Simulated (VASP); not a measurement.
Shape and ions are relaxed at each volume.

Energy against volume of TiB2 (AlB2 type). These are optB86b-vdW, VASP's PBE PAW potentials (set 64) (plane waves; VASP 6.6.1) values and carry that method's errors.

```tsv
V (Å³/atom)	E (eV/atom)
7.998	-6.80836
8.253	-6.82904
8.508	-6.83567
8.764	-6.83014
9.019	-6.81411
```

Task: Fit a third-order Birch-Murnaghan equation of state.

Result: 
The volume per atom comes out as 8.51 Å^3/atom and the bulk modulus is 253 GPa. The pressure derivative of the bulk modulus is 3.86.

Measured: bulk modulus 240 GPa (computed value off by +5.4 %), as given by Synthesis of Binary Transition Metal Nitrides, Carbides and Borides from the Elements in the Laser-Heated Diamond …. The calculation is for a static lattice, while the measured bulk modulus holds thermal and zero-point effects, which are part of the difference.

The compound is TiB2 in the AlB2 type structure. It was relaxed first.
